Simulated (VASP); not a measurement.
# Ta4NiO11 (P-6) in VASP: relaxation of cell and atoms with PBE

Aim: the relaxation of cell and atoms of Ta4NiO11 with PBE.

All numbers are computed with VASP 6.6.1; they aren't measurements. Logs are shortened: lines on timing, memory, paths and dates and some standing lists are left out, and cuts for length are marked.

**1. The crystal as given**

It takes space group P-6 (No. 174, hexagonal). Conventional cell: a = 6.179 Å, b = 6.179 Å, c = 6.219 Å, α = 90.00°, β = 90.00°, γ = 120.00°. Ta (site symmetry m) is surrounded by 7 O at 1.97 to 2.24 Å. Around Ta (site symmetry -6) lie 6 O at 2.06 Å. Around Ni (site symmetry -6) lie 6 O at 2.41 Å. O (site symmetry 1) is surrounded by 2 Ta at 2.01 to 2.06 Å. O (site symmetry -6) has 3 Ta at 1.98 Å and 3 O at 2.21 Å as nearest neighbours. O (site symmetry -6) is surrounded by 3 Ta at 1.99 Å. O (site symmetry m) is surrounded by 3 Ta at 1.97 to 2.24 Å and 1 O at 2.21 Å.

The cell was built by a generator and needn't be a form met in nature.

**2. Relaxation of cell and atoms, PBE, collinear spin, ferromagnetic start**

File INCAR:

```
ALGO     = Normal         # electronic algorithm
EDIFF    = 1E-6           # SCF threshold, eV
EDIFFG   = -0.01          # ionic threshold
ENCUT    = 520            # plane-wave cutoff, eV
GGA      = PE             # functional
IBRION   = 2              # ionic algorithm
ISIF     = 3              # what is computed and relaxed
ISMEAR   = 0              # smearing method
ISPIN    = 2              # spin polarisation
KPAR     = 8            
LASPH    = True           # aspherical terms in the spheres
LCHARG   = False          # write CHGCAR
LMAXMIX  = 4              # l up to which the mixer works
LORBIT   = 11             # projections on sites
LREAL    = False          # projectors in reciprocal space
LWAVE    = False          # write WAVECAR
MAGMOM   = 0 0 0 0 1 0 0 0 0 0 0 0 0 0 0 0 # initial moments
NELM     = 120            # most SCF steps
NSW      = 90             # ionic steps
PREC     = Accurate       # precision mode
SIGMA    = 0.1            # smearing width, eV
```

File KPOINTS:

```
k-points
0
Gamma
  5 5 5
```

File POSCAR:

```
Ta4NiO11
1.0
    6.1788009700      0.0000000000      0.0000000000
   -3.0894004900      5.3509986100      0.0000000000
    0.0000000000      0.0000000000      6.2190000000
Ta Ni O
4 1 11
Direct
    0.0257691600      0.6922070600      0.5000000000
    0.3077929400      0.3335620900      0.5000000000
    0.6664379100      0.9742308400      0.5000000000
    0.6666666700      0.3333333300      0.0000000000
    0.0000000000      0.0000000000      0.0000000000
    0.9174850900      0.6254905600      0.8099372900
    0.9174850900      0.6254905600      0.1900627100
    0.3745094400      0.2919945200      0.1900627100
    0.3745094400      0.2919945200      0.8099372900
    0.3333333300      0.6666666700      0.5000000000
    0.7080054800      0.0825149100      0.8099372900
    0.7080054800      0.0825149100      0.1900627100
    0.0000000000      0.0000000000      0.5000000000
    0.3927850600      0.0508316200      0.5000000000
    0.6580465600      0.6072149400      0.5000000000
    0.9491683800      0.3419534400      0.5000000000
```

Potentials or basis: VASP PAW PBE potentials, release 64 (Ta_pv, Ni, O).

Run with:

```console
$ cat potpaw_PBE.64/Ta_pv/POTCAR potpaw_PBE.64/Ni/POTCAR potpaw_PBE.64/O/POTCAR > POTCAR
$ mpirun -np 8 vasp_std > vasp.out
```

OUTCAR:

```text
EDIFF = 1E-6
   EDIFFG = -0.01
   ENCUT = 520
   GGA = PE
   IBRION = 2
   ISIF = 3
   ISMEAR = 0
   ISPIN = 2
   LASPH = True
   LORBIT = 11
   LREAL = False
   NELM = 120
   NSW = 90
   PREC = Accurate

 ion  position               nearest neighbor table
   1  0.026  0.692  0.500-  16 1.97  10 1.98  13 1.99   7 2.01   6 2.01  15 2.06  14 2.24   3 3.44
                             2 3.44   3 3.44   2 3.44
   2  0.308  0.334  0.500-  15 1.97  10 1.98  13 1.99   9 2.01   8 2.01  14 2.06  16 2.24   1 3.44
                             3 3.44   3 3.44   1 3.44
   3  0.666  0.974  0.500-  14 1.97  10 1.98  13 1.99  11 2.01  12 2.01  16 2.06  15 2.24   1 3.44
                             2 3.44   2 3.44   1 3.44
   4  0.667  0.333  0.000-   8 2.06   9 2.06   6 2.06   7 2.06  11 2.06  12 2.06
   5  0.000  0.000  0.000-  11 2.41  12 2.41   8 2.41   9 2.41   6 2.41   7 2.41
   6  0.917  0.625  0.810-   1 2.01   4 2.06   5 2.41
   7  0.917  0.625  0.190-   1 2.01   4 2.06   5 2.41
   8  0.375  0.292  0.190-   2 2.01   4 2.06   5 2.41
   9  0.375  0.292  0.810-   2 2.01   4 2.06   5 2.41
  10  0.333  0.667  0.500-   1 1.98   3 1.98   2 1.98
  11  0.708  0.083  0.810-   3 2.01   4 2.06   5 2.41
  12  0.708  0.083  0.190-   3 2.01   4 2.06   5 2.41
  13  0.000  0.000  0.500-   3 1.99   2 1.99   1 1.99
  14  0.393  0.051  0.500-   3 1.97   2 2.06   1 2.24
  15  0.658  0.607  0.500-   2 1.97   1 2.06   3 2.24
  16  0.949  0.342  0.500-   1 1.97   3 2.06   2 2.24

  LATTYP: Found a hexagonal cell.
 ALAT       =     6.1788009700
 C/A-ratio  =     1.0065059597

  Lattice vectors:

 A1 = (   6.1788009700,   0.0000000000,   0.0000000000)
 A2 = (  -3.0894004900,   5.3509986100,   0.0000000000)
 A3 = (   0.0000000000,   0.0000000000,   6.2190000000)

Analysis of symmetry for initial positions (statically):
=====================================================================
 Subroutine PRICEL returns:
 Original cell was already a primitive cell.

 Routine SETGRP: Setting up the symmetry group for a
 hexagonal supercell.

 Subroutine GETGRP returns: Found  6 space group operations
 (whereof  6 operations were pure point group operations)
 out of a pool of 24 trial point group operations.

The static configuration has the point symmetry C_3h.

Analysis of symmetry for dynamics (positions and initial velocities):
=====================================================================
 Subroutine PRICEL returns:
 Original cell was already a primitive cell.

 Routine SETGRP: Setting up the symmetry group for a
 hexagonal supercell.

 Subroutine GETGRP returns: Found  6 space group operations
 (whereof  6 operations were pure point group operations)
 out of a pool of 24 trial point group operations.

The dynamic configuration has the point symmetry C_3h.

Analysis of structural, dynamic, and magnetic symmetry:
=====================================================================
 Subroutine PRICEL returns:
 Original cell was already a primitive cell.

 Routine SETGRP: Setting up the symmetry group for a
 hexagonal supercell.

 Subroutine GETGRP returns: Found  6 space group operations
 (whereof  6 operations were pure point group operations)
 out of a pool of 24 trial point group operations.

The overall configuration has the point symmetry C_3h.

 Subroutine INISYM returns: Found  6 space group operations
 (whereof  6 operations are pure point group operations),
 and found     1 'primitive' translations

----------------------------------------------------------------------------------------

                                     Primitive cell

  volume of cell :     205.6173

  direct lattice vectors                    reciprocal lattice vectors
     6.178800970  0.000000000  0.000000000     0.161843698  0.093440503  0.000000000
    -3.089400490  5.350998610  0.000000000     0.000000000  0.186881005  0.000000000
     0.000000000  0.000000000  6.219000000     0.000000000  0.000000000  0.160797556

  length of vectors
     6.178800970  6.178800977  6.219000000     0.186881006  0.186881005  0.160797556

  position of ions in fractional coordinates (direct lattice)
[... 100 lines left out ...]
   NSW    =     90    number of steps for IOM
   IBRION =      2    ionic relax: 0-MD 1-quasi-New 2-CG
   NFREE  =      1    steps in history (QN), initial steepest desc. (CG)
   ISIF   =      3    stress and relaxation
   ISYM   =      2    0-nonsym 1-usesym 2-fastsym
   POTIM  = 0.5000    time-step for ionic-motion
   TEBEG  =    0.0;   TEEND  =   0.0 temperature during run
   PSTRESS=    0.0 pullay stress
   NELECT =     120.0000    total number of electrons
   NUPDOWN=      -1.0000    fix difference up-down
   EMIN   =  10.00;   EMAX   =-10.00  energy-range for DOS
   EFERMI =   0.00;   METHOD = LEGACY
   ISMEAR =     0;   SIGMA  =   0.10  broadening in eV -4-tet -1-fermi 0-gaus
   EFERMI_NEDOS =   21; number of points for ismear=-14 and -15
   IALGO  =     38    algorithm
   IMIX   =      4    mixing-type and parameters
     AMIX     =   0.40;   BMIX     =  1.00
     AMIX_MAG =   1.60;   BMIX_MAG =  1.00
  volume/ion in A,a.u.               =      12.85        86.72
  Fermi-wavevector in a.u.,A,eV,Ry     =   1.368092  2.585319 25.465703  1.871676
  Thomas-Fermi vector in A             =   2.494087
   LORBIT       =     11    0 simple, 1 ext, 2 COOP (PROOUT), +10 PAW based schemes
   GGA     = PE    functional components
   LHFCALC =     F    Hartree Fock is set to
   AEXX    =    0.0000 exact exchange contribution
   IVDW    =     0    specifies the selected vdW correction
   LEPSILON=     F    determine dielectric tensor
   LRPA    =     F    only Hartree local field effects (RPA)
 conjugate gradient relaxation of ions
 spin polarized calculation
 Gauss-broadening in eV      SIGMA  =   0.10
  energy-cutoff  :      520.00
  volume of cell :      205.62
 maximum number of plane-waves:      5559
 NGX is ok and might be reduce to    48
   NGX = 23   NGY = 23   NGZ = 23

--------------------------------------- Ionic step        1  -------------------------------------------

 number of electron     120.0000012 magnetization       0.5250978

 number of electron     120.0000015 magnetization      -1.9999798

 Free energy of the ion-electron system (eV)
  ---------------------------------------------------
  ext. energy  EPLUGINS =         0.00000000
  ---------------------------------------------------
  free energy    TOTEN  =      -143.00268368 eV

  energy without entropy =     -142.99053799  energy(sigma->0) =     -142.99661083

------------------------ aborting loop because EDIFF is reached ----------------------------------------

  FORCE on cell =-STRESS in cart. coord.  units (eV):
  Direction    XX          YY          ZZ          XY          YZ          ZX
  --------------------------------------------------------------------------------------
  -------------------------------------------------------------------------------------
  Total        0.0563941      0.0563941      0.1690505     -0.0000006      0.0000000      0.0000000
  in kB        0.4394252      0.4394252      1.3172473     -0.0000047      0.0000000      0.0000000
  external PRESSURE =       0.7320325 kB  Pullay stress =       0.0000000 kB
[... 131 lines left out ...]
  FREE ENERGIE OF THE ION-ELECTRON SYSTEM (eV)
  ---------------------------------------------------
  free  energy   TOTEN  =      -143.0044403750 eV

  energy  without entropy=     -142.9923436676  energy(sigma->0) =     -142.99839202

[... ionic steps 4 to 8 ...]

--------------------------------------- Ionic step        9  -------------------------------------------

 number of electron     120.0000012 magnetization      -2.0000001

------------------------ aborting loop because EDIFF is reached ----------------------------------------
[... 95 lines left out ...]
--------------------------------------- Ionic step       11  -------------------------------------------

 number of electron     120.0000013 magnetization      -2.0000001

 Free energy of the ion-electron system (eV)
  ---------------------------------------------------
  ext. energy  EPLUGINS =         0.00000000
  ---------------------------------------------------
  free energy    TOTEN  =      -143.00655579 eV

  energy without entropy =     -142.99491000  energy(sigma->0) =     -143.00073289

 E-fermi :   2.5434     XC(G=0): -10.3957

 val. band max:        2.4373404827   @ k =   0.4000  -0.0000   0.2000
 cond. band min:       2.6344214012   @ k =   0.4000   0.2000   0.0000
 fundamental gap:      0.1970809186
 Fermi energy:         2.5434345940

 spin component 1

 k-point     1 :       0.0000    0.0000    0.0000
  band No.  band energies     occupation
      1     -32.9265      1.00000
      2     -32.9265      1.00000
      3     -32.9070      1.00000
      4     -32.6131      1.00000
      5     -32.4747      1.00000
      6     -32.4747      1.00000
[... 1114 lines left out ...]
     71       7.0020      0.00000
     72       7.5677      0.00000
 Fermi energy:         2.5434345940

 spin component 2

 k-point     1 :       0.0000    0.0000    0.0000
  band No.  band energies     occupation
      1     -32.9179      1.00000
      2     -32.9179      1.00000
      3     -32.9002      1.00000
      4     -32.6099      1.00000
      5     -32.4721      1.00000
      6     -32.4721      1.00000
[... 1114 lines left out ...]
     71       6.8955      0.00000
     72       7.5319      0.00000
 [bands above 72 left out]

------------------------ aborting loop because EDIFF is reached ----------------------------------------

  FORCE on cell =-STRESS in cart. coord.  units (eV):
  Direction    XX          YY          ZZ          XY          YZ          ZX
  --------------------------------------------------------------------------------------
  -------------------------------------------------------------------------------------
  Total       -0.0335465     -0.0335465     -0.0145069     -0.0000005      0.0000000      0.0000000
  in kB       -0.2611771     -0.2611771     -0.1129433     -0.0000043      0.0000000      0.0000000
  external PRESSURE =      -0.2117659 kB  Pullay stress =       0.0000000 kB
[... 31 lines left out ...]
  FREE ENERGIE OF THE ION-ELECTRON SYSTEM (eV)
  ---------------------------------------------------
  free  energy   TOTEN  =      -143.0065557866 eV

  energy  without entropy=     -142.9949099998  energy(sigma->0) =     -143.00073289

 reached required accuracy - stopping structural energy minimisation

 total charge

# of ion       s       p       d       tot
------------------------------------------
    1        0.342   6.331   2.096   8.770
    2        0.342   6.331   2.096   8.770
    3        0.342   6.331   2.096   8.770
    4        0.309   6.250   1.967   8.526
    5        0.206   0.163   8.150   8.519
    6        1.567   3.443   0.000   5.009
[... 8 lines left out ...]
   15        1.572   3.537   0.000   5.109
   16        1.572   3.537   0.000   5.109
--------------------------------------------------
tot         18.811  63.921  16.406  99.137

 magnetization (x)

# of ion       s       p       d       tot
------------------------------------------
    1        0.000  -0.000   0.004   0.005
    2        0.000  -0.000   0.004   0.005
    3        0.000  -0.000   0.004   0.005
    4        0.001  -0.000   0.012   0.013
    5       -0.003  -0.001  -1.470  -1.473
    6       -0.003  -0.065   0.000  -0.068
[... 8 lines left out ...]
   15       -0.000  -0.026   0.000  -0.027
   16       -0.000  -0.026   0.000  -0.027
--------------------------------------------------
tot         -0.021  -0.468  -1.445  -1.933
```

Wall time 6.2 min (8 MPI ranks of Intel Xeon Platinum 8559C (Emerald Rapids), shared host); peak memory 0.63 GiB.

Results:

- Free energy: -143.0066 eV
- Relaxed volume: 12.86 Å³/atom
- Relaxed cell: a = 6.180 Å, b = 6.180 Å, c = 6.222 Å, α = 90.00°, β = 90.00°, γ = 120.00°
- Space group after relaxing (to 0.05 Å): P-6 (No. 174)
- Energy gained by relaxing: 0.2 meV/atom
- Ionic steps: 11
- Pressure after relaxing: 0.0 GPa
- Largest force after relaxing: 0.005 eV/Å
- Band gap on the k mesh: 0.20 eV, indirect (least direct gap 0.21 eV)
- Net moment: -2.00 μB per cell
- Site moments: Ta +0.01; Ni -1.47; O -0.07, -0.00, -0.03 μB
- Valence electrons inside the program's atomic spheres: Ta 8.77, 8.53; Ni 8.52; O 5.01, 5.20, 5.11

Forces on the atoms (eV/Å):
```
Ta   0.004 -0.001  0.000
Ta  -0.001  0.004  0.000
Ta  -0.003 -0.003  0.000
Ta   0.000  0.000  0.000
Ni   0.000  0.000  0.000
O   -0.002  0.000  0.002
O   -0.002  0.000 -0.002
O    0.001 -0.002 -0.002
O    0.001 -0.002  0.002
O    0.000  0.000  0.000
O    0.001  0.002  0.002
O    0.001  0.002 -0.002
O    0.000  0.000  0.000
O    0.003  0.004  0.000
O    0.002 -0.004  0.000
O   -0.005  0.000  0.000
```

Step by step:
```
step  energy change (eV)  largest force (eV/Å)  pressure (GPa)  volume (Å³)
   1              0.0000                0.0746            0.07       205.62
   2             -0.0015                0.0583           -0.07       205.79
   3             -0.0018                0.1215           -0.14       205.92
   4             -0.0025                0.0726           -0.09       205.90
   5             -0.0030                0.0515            0.02       205.86
   6             -0.0033                0.0363            0.00       205.87
   7             -0.0036                0.0278           -0.04       205.89
   8             -0.0037                0.0175           -0.03       205.84
   9             -0.0038                0.0291            0.04       205.79
  10             -0.0038                0.0332            0.03       205.78
  11             -0.0039                0.0049           -0.02       205.79
```

Final structure:
```xyz
16
Lattice="6.1801 0.0000 0.0000 -3.0900 5.3521 0.0000 0.0000 0.0000 6.2216" Properties=species:S:1:pos:R:3 pbc="T T T"
Ta   -1.9814    3.7032    3.1108
Ta    0.8736    1.7846    3.1108
Ta    1.1077    5.2164    3.1108
Ta    3.0900    1.7840    6.2216
Ni   -3.0900    5.3521    0.0000
O     3.7217    3.3519    5.0376
O     3.7217    3.3519    1.1840
O     1.4164    1.5471    1.1840
O     1.4164    1.5471    5.0376
O     0.0000    3.5681    3.1108
O     4.1320    0.4531    5.0376
O     4.1320    0.4531    1.1840
O     0.0000    0.0000    3.1108
O     2.2767    0.2749    3.1108
O     2.1898    3.2430    3.1108
O     4.8036    1.8342    3.1108
```

Caveat: spin-orbit coupling is left out, which moves the levels of the heavy elements; an odd mesh through Γ misses points on the zone boundary, where band edges often lie; a cell with one magnetic atom can't hold antiferromagnetic order, which such compounds often take.
